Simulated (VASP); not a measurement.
VASP input:

### POSCAR
```
Ga
4.4008590
  0.5128764634  -0.8584624047   0.0000000000
  0.5128764634   0.8584624047   0.0000000000
  0.0000000000   0.0000000000   1.0162281955
Ga
4
Direct
  0.1549000000   0.8451000000   0.9190000000
  0.3451000000   0.6549000000   0.4190000000
  0.6549000000   0.3451000000   0.5810000000
  0.8549790000   0.1647790000   0.0810000000
```

INCAR:
```
# general
SYSTEM  = Ga
PREC    = Accurate
ENCUT   = 400
LREAL   = .FALSE.
LASPH   = .TRUE.

# electronic loop
EDIFF   = 1E-6
NELM    = 100
ALGO    = Normal
LMAXMIX = 4

# smearing
ISMEAR  = -1
SIGMA   = 0.05

# functional
GGA     = PE

# ions
ISIF    = 2

# output
LWAVE   = .FALSE.
LCHARG  = .FALSE.
```

### KPOINTS
```
Automatic mesh
0
Gamma
7 7 6
0 0 0
```

POTCAR, in this order: Ga_d (PBE.64 set). Program: vasp_std.

### Question
Write an equivalent input for Quantum ESPRESSO's pw.x.

### Answer
One equivalent input (not run):
```
&CONTROL
  calculation = 'scf'
  pseudo_dir = './pseudo'
  outdir = './out'
  tprnfor = .true.
  tstress = .true.
/
&SYSTEM
  ibrav = 0
  nat = 4
  ntyp = 1
  ecutwfc = 80
  occupations = 'smearing'
  smearing = 'fermi-dirac'
  degauss = 0.003675
  input_dft = 'pbe'
/
&ELECTRONS
  conv_thr = 7.3e-08
  electron_maxstep = 100
/
ATOMIC_SPECIES
  Ga 69.723 Ga.upf
CELL_PARAMETERS angstrom
     2.2570970   -3.7779720    0.0000000
     2.2570970    3.7779720    0.0000000
     0.0000000    0.0000000    4.4722770
ATOMIC_POSITIONS crystal
  Ga   0.1549000  0.8451000  0.9190000
  Ga   0.3451000  0.6549000  0.4190000
  Ga   0.6549000  0.3451000  0.5810000
  Ga   0.8549790  0.1647790  0.0810000
K_POINTS automatic
  7 7 6 0 0 0
```
The two are equivalent in intent, not identical: the potentials are each code's own (VASP's PAW set, PseudoDojo norm-conserving files in pw.x), so ENCUT and ecutwfc are chosen apart and not converted; conv_thr bounds pw.x's estimated SCF error, while EDIFF bounds the energy change between steps.

The compound is Ga in the alpha structure. The cell was not relaxed at this level, atoms are displaced from their ideal sites. The run is one of a series of settings (ISMEAR = -1, SIGMA = 0.05 against the base run), some of them coarse on purpose.
